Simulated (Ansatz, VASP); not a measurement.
## TiSnGe (TiSnGe in the AlB2 type) in two plane-wave programs

One calculation is typed for both programs; each brings its own data sets. How far apart do they land? The cell is generated by rule, not measured, and may not be a known phase. The cell is taken from a series of runs on this material, whose earlier steps may have relaxed, scaled, displaced or heated it; both programs get it as it stands.

Method: plane waves, with VASP 6.6.1 beside it; single point at PBEsol, in Ansatz 0.2.0.

The structure was built from a prototype and need not be the compound's stable phase.

### 1. Starting point

Symmetry: P-6m2, No. 187, hexagonal system. Conventional cell: a = 4.198 Å, b = 4.198 Å, c = 4.407 Å, α = 90.00°, β = 90.00°, γ = 120.00°. Nearest to Ti lie 6 Ge at 3.28 Å and 6 Sn at 3.28 Å. Ge has 3 Sn at 2.42 Å and 6 Ti at 3.28 Å nearest. Nearest to Sn lie 3 Ge at 2.42 Å and 6 Ti at 3.28 Å. Farther neighbours are not listed.

As a file:

```cif
data_structure
_symmetry_space_group_name_H-M 'P 1'
_symmetry_Int_Tables_number 1
_cell_length_a 4.1976
_cell_length_b 4.1976
_cell_length_c 4.4074
_cell_angle_alpha 90.000
_cell_angle_beta 90.000
_cell_angle_gamma 120.000
_cell_volume 67.25
loop_
_atom_site_label
_atom_site_type_symbol
_atom_site_fract_x
_atom_site_fract_y
_atom_site_fract_z
_atom_site_occupancy
Ti1 Ti 0.00000 0.00000 0.00000 1
Ge2 Ge 0.33333 0.66667 0.50000 1
Sn3 Sn 0.66667 0.33333 0.50000 1
```

### 2. VASP: single point, PBEsol

With cell and atoms fixed, the geometry can't cause a difference; cores, projectors, grids and the points listed under the comparison can.

Lines of VASP's logs that name or quote its potential files are left out, and so is its time.

File INCAR:

```
SYSTEM = TiSnGe
PREC = Accurate
ENCUT = 500
EDIFF = 1E-06
NELM = 120
ISMEAR = 0
SIGMA = 0.1
LREAL = .FALSE.
ALGO = Normal
GGA = PS
NBANDS = 26
LASPH = .TRUE.
LORBIT = 11
LWAVE = .FALSE.
LCHARG = .FALSE.
ISIF = 2
GGA_COMPAT = .FALSE.
```

File POSCAR:

```
TiSnGe
1.0
    4.1975600000      0.0000000000      0.0000000000
   -2.0987800000      3.6352000000      0.0000000000
    0.0000000000      0.0000000000      4.4074400000
Ti Ge Sn
1 1 1
Direct
    0.0000000000      0.0000000000      0.0000000000
    0.3333333333      0.6666666667      0.5000000000
    0.6666666667      0.3333333333      0.5000000000
```

File KPOINTS:

```
Automatic mesh
0
Gamma
6 6 4
0 0 0
```

Potentials, in the order of the species: Ti_sv, Ge_d and Sn_d (PBE family, release 64).

Run with:

```bash
> mpirun -np 1 vasp_std
```

Numbers of over 12 decimals in the logs are rounded to 6 here.

The log of the run:

```text
[banner, memory and clock lines left out]
running    1 mpi-ranks, on    1 nodes
 distrk:  each k-point on    1 cores,    1 groups
 distr:  one band on    1 cores,    1 groups

 POSCAR found type information on POSCAR TiGeSn
 POSCAR found :  3 types and       3 ions
|                                                                             |
|               ----> ADVICE to this user running VASP <----                  |
|                                                                             |
|     You enforced a specific xc type in the INCAR file but a different       |
|     [... a line on the potential file left out ...]
|     I HOPE YOU KNOW WHAT YOU ARE DOING!                                     |
|                                                                             |

 LDA part: xc-table for (Slater+PW92), standard interpolation
 POSCAR, INCAR and KPOINTS ok, starting setup
 FFT: planning ... GRIDC
 FFT: planning ... GRID_SOFT
 FFT: planning ... GRID
 WAVECAR not read
 entering main loop
       N       E                     dE             d eps       ncg     rms          rms(c)
DAV:   1     0.360727922967E+03    0.36073E+03   -0.20378E+04  1166   0.308E+03
DAV:   2     0.353771365489E+02   -0.32535E+03   -0.32091E+03  1100   0.624E+02
DAV:   3    -0.152738053462E+02   -0.50651E+02   -0.49911E+02  1292   0.193E+02
DAV:   4    -0.183681245177E+02   -0.30943E+01   -0.30551E+01  1616   0.485E+01
DAV:   5    -0.184490905311E+02   -0.80966E-01   -0.80861E-01  1542   0.729E+00    0.112E+01
DAV:   6    -0.184608044188E+02   -0.11714E-01   -0.75260E+01  1360   0.298E+01    0.143E+01
DAV:   7    -0.152526117804E+02    0.32082E+01   -0.40749E+01  1270   0.272E+01    0.380E+00
DAV:   8    -0.150863468734E+02    0.16626E+00   -0.13898E+00  1178   0.646E+00    0.825E-01
DAV:   9    -0.150832571451E+02    0.30897E-02   -0.83182E-02  1566   0.142E+00    0.320E-01
DAV:  10    -0.150816109278E+02    0.16462E-02   -0.69925E-03  1396   0.454E-01    0.104E-01
DAV:  11    -0.150816218026E+02   -0.10875E-04   -0.99300E-04  1590   0.219E-01    0.673E-02
DAV:  12    -0.150815766416E+02    0.45161E-04   -0.23268E-04  1366   0.776E-02    0.189E-02
DAV:  13    -0.150815764125E+02    0.22911E-06   -0.17343E-05  1404   0.284E-02    0.265E-03
DAV:  14    -0.150815766305E+02   -0.21800E-06   -0.49439E-07   694   0.666E-03
   1 F= -.15081577E+02 E0= -.15068978E+02  d E =-.251966E-01
```

Parts of OUTCAR (step 2):

```text
ion  position               nearest neighbor table
   1  0.000  0.000  0.000-   3 3.28   3 3.28   3 3.28   3 3.28   3 3.28   3 3.28
   2  0.333  0.667  0.500-   3 2.42   3 2.42   3 2.42
   3  0.667  0.333  0.500-   2 2.42   2 2.42   2 2.42   1 3.28   1 3.28   1 3.28   1 3.28   1 3.28
                             1 3.28

  LATTYP: Found a hexagonal cell.
 ALAT       =     4.1975600000
 C/A-ratio  =     1.0500004765

 Subroutine GETGRP returns: Found 12 space group operations
 (whereof 12 operations were pure point group operations)

The static configuration has the point symmetry D_3h.

 Found     21 irreducible k-points:

   k-points           NKPTS =     21   k-points in BZ     NKDIM =     21   number of bands    NBANDS=     26

   dimension x,y,z NGX =    32 NGY =   32 NGZ =   32
   dimension x,y,z NGXF=    64 NGYF=   64 NGZF=   64

   ENCUT  =  500.0 eV  36.75 Ry    6.06 a.u.   7.65  7.65  8.04*2*pi/ulx,y,z

   NELECT =      40.0000    total number of electrons

 k-points in reciprocal lattice and weights: Automatic mesh
   0.00000000  0.00000000  0.00000000       0.007
   0.16666667  0.00000000  0.00000000       0.042
   0.33333333  0.00000000  0.00000000       0.042
   0.50000000  0.00000000  0.00000000       0.021
   0.16666667  0.16666667  0.00000000       0.042
   0.33333333  0.16666667  0.00000000       0.083
   0.33333333  0.33333333  0.00000000       0.014
   0.00000000  0.00000000  0.25000000       0.014
   0.16666667  0.00000000  0.25000000       0.083
[...]
0.33333333  0.16666667  0.50000000       0.083
   0.33333333  0.33333333  0.50000000       0.014

 average (electrostatic) potential at core
       1 -73.9711       2 -71.8772       3 -99.6686

 E-fermi :   7.6748

 k-point     1 :       0.0000    0.0000    0.0000
  band No.  band energies     occupation
    ...
     16       4.4871      2.00000
     17       5.0982      2.00000
     18       5.0982      2.00000
     19       5.9487      2.00000
     20       6.4631      2.00000
     21       7.8414      0.01847
     22       7.8414      0.01846
     23       8.5356      0.00000
     24       8.5356      0.00000
     25       8.9581      0.00000
    ...

 k-point     2 :       0.1667    0.0000    0.0000
  band No.  band energies     occupation
    ...
     16       2.8225      2.00000
     17       4.6368      2.00000
     18       4.6838      2.00000
     19       6.3699      2.00000
     20       7.2238      2.00000
     21       7.8017      0.07275
     22       8.0322      0.00000
     23       8.0627      0.00000
     24       8.1214      0.00000
     25       9.1789      0.00000
    ...

 k-point     3 :       0.3333    0.0000    0.0000
  band No.  band energies     occupation
    ...
     16       0.3030      2.00000
     17       4.0169      2.00000
     18       5.0140      2.00000
     19       5.8979      2.00000
     20       7.6590      1.17713
     21       7.7246      0.48079
     22       8.1038      0.00000
     23       8.1731      0.00000
     24       8.3567      0.00000
     25      10.1862      0.00000
    ...

  Total        4.9057685      4.9057858     -6.5570472      0.0000000     -0.0000000      0.0000000
  in kB      116.8707959    116.8712078   -156.2094345      0.0000000     -0.0000000      0.0000000
  external PRESSURE =      25.8441898 kB  Pullay stress =       0.0000000 kB

  energy-cutoff  :      500.00
  volume of cell :       67.25
      direct lattice vectors                 reciprocal lattice vectors
     4.197560000  0.000000000  0.000000000     0.238233640  0.137544014  0.000000000
    -2.098780000  3.635200000  0.000000000     0.000000000  0.275088028  0.000000000
     0.000000000  0.000000000  4.407440000     0.000000000  0.000000000  0.226889078

 POSITION                                       TOTAL-FORCE (eV/Angst)
 -----------------------------------------------------------------------------------
      0.00000      0.00000      0.00000        -0.000000      0.000000      0.000000
     -0.00000      2.42347      2.20372         0.000000     -0.000000      0.000000
      2.09878      1.21173      2.20372         0.000000     -0.000000      0.000000
 -----------------------------------------------------------------------------------
    total drift:                               -0.000005      0.000103     -0.000000

  FREE ENERGIE OF THE ION-ELECTRON SYSTEM (eV)
  ---------------------------------------------------
  free  energy   TOTEN  =       -15.0815766305 eV

  energy  without entropy=      -15.0563799874  energy(sigma->0) =      -15.06897831

 total charge
# of ion       s       p       d       tot
------------------------------------------
    1        2.115   5.999   1.915  10.029
    2        1.189   1.263  10.057  12.509
    3        1.154   1.373  10.074  12.601
--------------------------------------------------
tot          4.458   8.636  22.046  35.140

[... 3 further parts left out ...]
```

The k-mesh is coarse for a metal.

The run ends at a pressure of 2.58 GPa.

### 3. Ansatz: single point, PBEsol

Ansatz runs on its PAW soft_1 files.

The same cell, functional, mesh and smearing now go to Ansatz, which takes its cutoff from its data sets.

File input.yaml:

```yaml
crystal:
  lattice:
    - [4.19756, 0.0, 0.0]
    - [-2.09878, 3.6352, 0.0]
    - [0.0, 0.0, 4.40744]
  atoms:
    - { symbol: Ti, position: [0.0, 0.0, 0.0] }
    - { symbol: Ge, position: [0.33333333, 0.66666667, 0.5] }
    - { symbol: Sn, position: [0.66666667, 0.33333333, 0.5] }
kpoints:
  mp_grid: { grid: [6, 6, 4] }
hamiltonian:
  xc: pbesol
  pseudopotentials: { kind: paw, azcp: { folder: soft_1 }, xc_functional: pbe }
scf:
  occupations: { method: gaussian, width: 0.1 }
output:
  forces: true
  stress: true
  eigenvalues: true
```

Run with:

```bash
> ansatz run input.yaml --threads 4 --pin off --max-ram 12288MiB --backend cpu --events-out ev --progress --plain --runs-dir out
```

The log of the run:

```text
Engine: ansatz 0.2.0, aarch64-unknown-linux-gnu
Pseudopotentials: kind: paw
Pseudopotential: Ti, paw, valence charge 12, recommended cutoff 420 eV (normal), soft_1/Ti.paw.azcp
Pseudopotential: Ge, paw, valence charge 14, recommended cutoff 420 eV (normal), soft_1/Ge.paw.azcp
Pseudopotential: Sn, paw, valence charge 14, recommended cutoff 420 eV (normal), soft_1/Sn.paw.azcp
Functional definition: PBEsol
  exchange = pbesol_x
  correlation = pbesol_c
Crystal: 3 atoms, lattice volume = 67.253 Å³
Basis set: ecut = 420 eV, 1281 PW (Γ), exchange–correlation on 60×60×60 points (8 copies of the dense FFT grid, shifted against one another)
Bands: 24, of which v1, the nominal top of the filled ones, is band 20 counted from 1 (19 counted from 0)
Symmetry: 12 space group operations
Space group: P-6m2 (ITA 187), of the structure as read, at distance tolerance 4.1e-5 Å
k-points: 21 of 144 (time reversal used)
Non-local potential: Ti, projectors of the file, l = 0: 3, l = 1: 2, l = 2: 3, l = 3: 1
Non-local potential: Ge, projectors of the file, l = 0: 2, l = 1: 2, l = 2: 3, l = 3: 1
Non-local potential: Sn, projectors of the file, l = 0: 2, l = 1: 2, l = 2: 2, l = 3: 1
PAW form: soft (Blöchl's): semilocal exchange-correlation on the pseudo side does not see the compensation charge
PAW frozen core: Ti, regenerated for the run's functional, and the local potential with it (the file was generated under x = pbe(κ = 0.804, μ = 0.219515), c = pbe(β = 0.066725))
PAW frozen core: Ge, regenerated for the run's functional, and the local potential with it (the file was generated under x = pbe(κ = 0.804, μ = 0.219515), c = pbe(β = 0.066725))
PAW frozen core: Sn, regenerated for the run's functional, and the local potential with it (the file was generated under x = pbe(κ = 0.804, μ = 0.219515), c = pbe(β = 0.066725))
PAW one-centre angular grid: Ti, 590 points (default); XC on 64 Gauss nodes
PAW one-centre angular grid: Ge, 590 points (default); XC on 64 Gauss nodes
PAW one-centre angular grid: Sn, 590 points (default); XC on 64 Gauss nodes
Initial density: superposition of atomic densities (chi_scale 0.1, normalization cell, long waves kept (reshape's long-wave potential 0.00 eV rms))
Initial wavefunctions: pseudopotential atomic-orbital guess
Functional: x = pbesol(κ = 0.804, μ = 0.123457), c = pbesol(β = 0.046)
SCF iter   1: F=—  HF=-12675.276167 eV  |F-HF|=—  |Δ(HF+E_count)|=         —  Δρ=5.71e-2  dr2=3.99e0  ethr=3.10e-3  ⟨swp⟩=6.4  Hψ=4559  notcnv=0
automatic band count: the SCF goes on with 28 bands, as 24 were too few: the levels above may hold too much charge
preconditioner: auto → Kerker (q_TF=auto, 2.502 Å⁻¹)  [metal: Δε(μ)=0.025 eV  Ē_g=17.675 eV  σ=0.100 eV  W_gap=0.14  n_scr=20 (ndim 8)  ℏωp=25.6 eV  f_vac=0.000  D(μ)=6.69/eV (n_scr^D=82)]
SCF iter   2: F=—  HF=-12674.915374 eV  |F-HF|=—  |Δ(HF+E_count)|=   3.61e-1  Δρ=2.79e-2  dr2=9.76e-1  ethr=3.10e-3  ⟨swp⟩=2.0  Hψ=864  notcnv=0  defer=29
SCF iter   3: F=—  HF=-12674.802740 eV  |F-HF|=—  |Δ(HF+E_count)|=   1.13e-1  Δρ=6.17e-3  dr2=4.91e-2  ethr=2.44e-3  ⟨swp⟩=2.0  Hψ=688  notcnv=0  defer=29
SCF iter   4: F=—  HF=-12674.793560 eV  |F-HF|=—  |Δ(HF+E_count)|=   9.18e-3  Δρ=1.54e-3  dr2=1.87e-3  ethr=1.23e-4  ⟨swp⟩=2.1  Hψ=1114  notcnv=0  defer=27
SCF iter   5: F=—  HF=-12674.793060 eV  |F-HF|=—  |Δ(HF+E_count)|=   4.99e-4  Δρ=5.32e-4  dr2=1.66e-4  ethr=4.67e-6  ⟨swp⟩=2.0  Hψ=879  notcnv=0  defer=27
SCF iter   6: F=—  HF=-12674.793026 eV  |F-HF|=—  |Δ(HF+E_count)|=   3.47e-5  Δρ=1.68e-4  dr2=2.31e-5  ethr=4.15e-7  ⟨swp⟩=2.0  Hψ=894  notcnv=0  defer=27
SCF iter   7: F=—  HF=-12674.793030 eV  |F-HF|=—  |Δ(HF+E_count)|=   3.99e-6  Δρ=6.97e-5  dr2=3.34e-6  ethr=5.78e-8  ⟨swp⟩=2.1  Hψ=999  notcnv=0  defer=27
SCF iter   8: F=—  HF=-12674.793030 eV  |F-HF|=—  |Δ(HF+E_count)|=   1.92e-7  Δρ=1.93e-5  dr2=4.11e-7  ethr=8.34e-9  ⟨swp⟩=2.1  Hψ=725  notcnv=0  defer=27
SCF iter   9: F=-12674.793029 eV  HF=-12674.793030 eV  |F-HF|=1.90e-8  |Δ(HF+E_count)|=   8.22e-8  Δρ=5.98e-6  dr2=3.45e-8  ethr=2.50e-10  ⟨swp⟩=10.2  Hψ=2295  notcnv=0
SCF 1 converged in 9 iterations: F = -12674.793029 eV  dr2 = 3.45e-8
  greatest PAW one-centre occupation: 0.998 electrons in one spin orbital (limit 2), on the Ti atom at site 0 (counted from 0), in its partial waves of l = 0
SCF converged after 9 iterations
Free energy (F): -12674.793029 eV
Harris-Foulkes:  -12674.793030 eV  (|F-HF|=1.90e-8)
Internal energy: -12674.767953 eV  (E = F + TS)
E sigma→0 (E₀):  -12674.780491 eV
Entropy (-TS):   -0.025077 eV (-8.359 meV/atom)
Fermi energy:    11.259527 eV
--- Per-component energies (eV) ---
  E_band       = -397.253821
  E_kinetic    = 542.052823
  E_local      = -4288.134713  (includes V_loc(G=0)·N_el)
  E_nonlocal   = 430.207157
  E_hartree    = 1997.321430
  E_xc         = -310.528552
  E_vxc        = -289.771969  (∫ρ·V_xc dr)
  E_paw        = -7284.717975  (= ΣΔE_a)
  E_vpaw       = -786.252085  (= ΣTr[D̂ρ^β])
  E_aug_tail   = 0.000216  (compensation charges beyond the density's cutoff)
  E_ewald      = -3762.310502
  E_core_change = 1.342162  (= ΣΔE_core)
  E_smearing   = -0.025077  (= −TS)
  E_closure    = 0.000000  (closes the sum)
  Σ components = -12674.793029   (vs F -12674.793029, Δ=0.00e0)
--- Forces (eV/Å), atoms counted from 1 ---
  atom   1  Ti     0.00000000     0.00000000     0.00000000
  atom   2  Ge     0.00000000     0.00000000     0.00000000
  atom   3  Sn    -0.00000000    -0.00000000    -0.00000000
  max |Σ_I F_I| component: 1.85e-17 eV/Å
--- Stress (GPa, compression-positive) ---
       11.773462       0.000000      -0.000000
        0.000000      11.773462      -0.000000
       -0.000000      -0.000000     -15.605953
  P = ⅓ Tr σ = 2.6470 GPa (26.470 kbar)
--- Band table (eV; the first three rows and the last of 21) ---
  k-point 0: bands = [... 16 lower, 8.6854, 8.6854, 9.5303, 10.0472, 11.4276, 11.4276, 12.1238, 12.1238, ... 4 higher]
  k-point 1: bands = [... 16 lower, 8.9750, 8.9750, 10.0406, 10.8441, 10.8441, 10.9664, 11.6704, 11.6704, ... 4 higher]
  k-point 2: bands = [... 16 lower, 9.4028, 9.4028, 10.3498, 10.5174, 10.5174, 11.0473, 11.0473, 11.4579, ... 4 higher]
  k-point 20: bands = [... 16 lower, 5.6891, 8.2733, 8.2789, 11.3700, 11.6677, 11.8678, 11.9450, 12.2364, ... 4 higher]
```

In the SCF lines HF is the Harris–Foulkes energy and dr2 the Hartree energy of the density residual, in eV; the loop may stop once dr2 is under the threshold and the program's other checks hold. Hψ counts applications of the Hamiltonian.

The run ends at a pressure of 2.65 GPa.

### 4. Differences

Known differences besides the potentials themselves: the cutoff is 420 eV in Ansatz and 500 eV in VASP; Ansatz makes its cores anew for this functional, VASP keeps those of its PBE data sets. Total energies have different zeros and are not compared.

The two programs side by side:

```csv
quantity,Ansatz,VASP,difference
pressure (GPa),2.65,2.58,+0.06
```

### 5. What came out

- difference in pressure (single point, PBEsol): 0.063 GPa

What this shows: The difference in pressure is 0.063 GPa (single point, PBEsol), within the 1 GPa picked in this series as the mark of a large difference. How closely two codes agree says nothing of how well the functional describes the real material.

[Lines on the potential files, build, host, timing and source positions are cut from VASP's logs without a mark.]

[Logs are printed without paths, hosts, clocks, repeated set-up lines and the standing remarks that a program may print on its own settings, such as how far it seeks lower states.]

[Hosts, paths, dates, database ids (printed as entryN), source tags and the programs' standing remarks are cut or masked in the printed files.]
